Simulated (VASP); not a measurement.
CsPbCl3 (cubic perovskite): the cohesive energy from VASP (plane waves, PAW) at several levels of theory. Atoms are spin-polarised in a large box without symmetry, with the spin fixed by Hund's rule, and may not be in the lowest state of each functional; no zero-point energy is added. Spin-orbit coupling is left out, which shifts such energies by up to tenths of an eV for the heavy elements here.

```json
[
 {"level": "PBE", "cohesive energy (eV/atom)": "3.13"},
 {"level": "PBEsol", "cohesive energy (eV/atom)": "3.36"},
 {"level": "r2SCAN", "cohesive energy (eV/atom)": "3.19"}
]
```

The cell of the PBE run:

```yaml
crystal:
  lattice:
    - [5.74086, 0.00000, 0.00000]
    - [0.00000, 5.74086, 0.00000]
    - [0.00000, 0.00000, 5.74086]
  atoms:
    - { symbol: Cs, position: [0.00000, 0.00000, 0.00000] }
    - { symbol: Pb, position: [0.50000, 0.50000, 0.50000] }
    - { symbol: Cl, position: [0.50000, 0.00000, 0.50000] }
    - { symbol: Cl, position: [0.00000, 0.50000, 0.50000] }
    - { symbol: Cl, position: [0.50000, 0.50000, 0.00000] }
```

Only levels that ran to the end are used. Left out are those held back, those with too coarse a band path, GW runs whose mesh misses a band edge, hybrids' fits of cells that aren't cubic and levels without matching references; a question may draw on a part of the rest.
